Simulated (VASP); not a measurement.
Here is the system:

```xyz
3
Lattice="0.0000 2.7845 2.7845 2.7845 0.0000 2.7845 2.7845 2.7845 0.0000" Properties=species:S:1:pos:R:3 pbc="T T T"
Si     1.3923     1.3923     1.3923
Si     4.1768     4.1768     4.1768
Ni     0.0000     0.0000     0.0000
```

These are PW91 GGA, VASP's PBE PAW potentials (set 64) (plane waves; VASP) values and carry that method's errors. Run with 520 eV cut-off, 10×10×10 Γ-centred mesh, first-order Methfessel-Paxton smearing of 0.10 eV, potentials Si Ni.

Q: Give the stress tensor in GPa (positive for a compressed cell).

A: 
```
-7.67   0.00   0.00
 0.00  -7.67   0.00
 0.00   0.00  -7.67
```
The pressure is its mean diagonal, -7.67 GPa.

The compound is NiSi2 in the fluorite structure. This cell is one point of a volume scan, at 1.06 of the reference volume. The run is not spin-polarised, so no magnetic state was tried.
